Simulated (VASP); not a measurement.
Consider the following.

```xyz
2
Lattice="0.0000 3.0123 3.0123 3.0123 0.0000 3.0123 3.0123 3.0123 0.0000" Properties=species:S:1:pos:R:3 pbc="T T T"
Cd     0.0000     0.0000     0.0000
Se     1.5061     1.5061     1.5061
```

These are LDA (Ceperley-Alder, Perdew-Zunger), VASP's LDA PAW potentials (set 64) (plane waves; VASP) values and carry that method's errors. Run with 520 eV cut-off, 8×8×8 Γ-centred mesh, Gaussian smearing of 0.050 eV, potentials Cd Se.

Task: Give the energy at these volumes per atom, relative to the lowest: 25.69, 26.51, 27.33, 28.15, 28.97 Å³.

Result: 20.1, 4.7, 0.0, 4.2, 15.8 meV/atom. A third-order Birch-Murnaghan fit gives B0 = 57.8 GPa and B0′ = 4.7.

Measured: a 6.077 Å (computed value off by -0.9 %), as given by arXiv:1206.3780. The calculation is for a static lattice, while the measured a holds thermal and zero-point effects, which are part of the difference.

The compound is CdSe in the zinc blende structure, whereas wurtzite is the usual form. It was relaxed first.
